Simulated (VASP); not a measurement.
Method: vdW-DF2, VASP's PBE PAW potentials (set 64) (plane waves; VASP).

The input files of a VASP run:

### POSCAR
```
KI
1
    0.0000000000     3.5495277904     3.5495277904
    3.5495277904     0.0000000000     3.5495277904
    3.5495277904     3.5495277904     0.0000000000
K I
1 1
Direct
  0.0000000000   0.0000000000   0.0000000000
  0.5000000000   0.5000000000   0.5000000000
```

**KPOINTS**
```
Automatic mesh
0
Gamma
7 7 7
0 0 0
```

INCAR:
```
SYSTEM = KI
PREC = Accurate
ENCUT = 520
EDIFF = 1E-7
NELM = 100
ALGO = Normal
LREAL = .FALSE.
LASPH = .TRUE.
ISMEAR = 0
SIGMA = 0.05
GGA = ML
ZAB_VDW = -1.8867
LUSE_VDW = .TRUE.
AGGAC = 0.0
LMAXMIX = 4
LWAVE = .FALSE.
LCHARG = .FALSE.
ISIF = 2
```

POTCAR, in this order: K_sv I (PBE.64 set). Program: vasp_std.

Output of the run:

OSZICAR:
```
       N       E                     dE             d eps       ncg     rms          rms(c)
DAV:   1     0.973426624708E+02    0.97343E+02   -0.65938E+03   480   0.113E+03
DAV:   2     0.383171692495E+01   -0.93511E+02   -0.88828E+02   604   0.247E+02
DAV:   3    -0.162076663010E+01   -0.54525E+01   -0.54276E+01   628   0.565E+01
DAV:   4    -0.192280145456E+01   -0.30203E+00   -0.30170E+00   900   0.110E+01
DAV:   5    -0.192368109740E+01   -0.87964E-03   -0.87961E-03   616   0.666E-01    0.403E+00
DAV:   6    -0.181011418207E+01    0.11357E+00   -0.15524E-01   592   0.220E+00    0.274E+00
DAV:   7    -0.178117991249E+01    0.28934E-01   -0.12221E-01   596   0.206E+00    0.778E-01
DAV:   8    -0.177936532169E+01    0.18146E-02   -0.16561E-02   616   0.913E-01    0.624E-02
DAV:   9    -0.177928329166E+01    0.82030E-04   -0.58863E-04   624   0.187E-01    0.611E-02
DAV:  10    -0.177930387059E+01   -0.20579E-04   -0.25503E-04   580   0.125E-01    0.324E-02
DAV:  11    -0.177928444497E+01    0.19426E-04   -0.73562E-05   620   0.412E-02    0.101E-02
DAV:  12    -0.177928482801E+01   -0.38304E-06   -0.39413E-06   604   0.159E-02    0.331E-03
DAV:  13    -0.177928493193E+01   -0.10392E-06   -0.10918E-07   492   0.308E-03    0.128E-03
DAV:  14    -0.177928490382E+01    0.28112E-07   -0.66080E-08   408   0.247E-03
   1 F= -.17792849E+01 E0= -.17792849E+01  d E =-.473238E-18
```

### OUTCAR
```
------------------------ aborting loop because EDIFF is reached ----------------------------------------
  FORCE on cell =-STRESS in cart. coord.  units (eV):
  Direction    XX          YY          ZZ          XY          YZ          ZX
  --------------------------------------------------------------------------------------
  Total        0.2248626      0.2248626      0.2248626     -0.0000000      0.0000000      0.0000000
  in kB        4.0279686      4.0279686      4.0279686     -0.0000000      0.0000000      0.0000000
  external PRESSURE =       4.0279686 kB  Pullay stress =       0.0000000 kB
  volume of cell :       89.44
      direct lattice vectors                 reciprocal lattice vectors
     0.000000000  3.549527790  3.549527790    -0.140863808  0.140863808  0.140863808
     3.549527790  0.000000000  3.549527790     0.140863808 -0.140863808  0.140863808
     3.549527790  3.549527790  0.000000000     0.140863808  0.140863808 -0.140863808
  FREE ENERGIE OF THE ION-ELECTRON SYSTEM (eV)
  ---------------------------------------------------
  free  energy   TOTEN  =        -1.7792849038 eV

  energy  without entropy=       -1.7792849038  energy(sigma->0) =       -1.77928490
```
(Selected blocks of OUTCAR.)

**OUTCAR**
```
 val. band max:       -0.5653310153   @ k =   0.0000   0.0000   0.0000

 cond. band min:       3.0732860605   @ k =   0.0000   0.0000   0.0000


 Fermi energy:        -0.2742663383

 k-point     1 :       0.0000    0.0000    0.0000
  band No.  band energies     occupation
      1     -29.3029      2.00000
      2     -12.7731      2.00000
      3     -12.7731      2.00000
      4     -12.7731      2.00000
      5     -11.1172      2.00000
      6      -0.5653      2.00000
      7      -0.5653      2.00000
      8      -0.5653      2.00000
      9       3.0733      0.00000
     10       5.6950      0.00000
     11       5.6950      0.00000
     12       5.6950      0.00000

 k-point     2 :       0.1429    0.0000    0.0000
  band No.  band energies     occupation
      1     -29.3026      2.00000
      2     -12.7996      2.00000
      3     -12.7735      2.00000
      4     -12.7735      2.00000
      5     -11.0677      2.00000
      6      -0.9028      2.00000
      7      -0.6343      2.00000
      8      -0.6343      2.00000
      9       3.5683      0.00000
     10       5.6250      0.00000
     11       5.9102      0.00000
     12       5.9102      0.00000

 k-point     3 :       0.2857    0.0000    0.0000
  band No.  band energies     occupation
      1     -29.3018      2.00000
      2     -12.8547      2.00000
      3     -12.7746      2.00000
      4     -12.7746      2.00000
      5     -10.9595      2.00000
      6      -1.4864      2.00000
      7      -0.7794      2.00000
      8      -0.7794      2.00000
      9       4.3685      0.00000
     10       5.9266      0.00000
     11       6.4623      0.00000
     12       6.4623      0.00000

 k-point     4 :       0.4286    0.0000    0.0000
  band No.  band energies     occupation
      1     -29.3011      2.00000
      2     -12.8952      2.00000
      3     -12.7755      2.00000
      4     -12.7755      2.00000
      5     -10.8752      2.00000
      6      -1.8623      2.00000
...
```

Unless said otherwise, spin-orbit coupling is left out, though it shifts the bands of the heavy elements here.

The compound is KI in the rock salt structure. This cell is one point of a volume scan, at 0.97 of the reference volume.
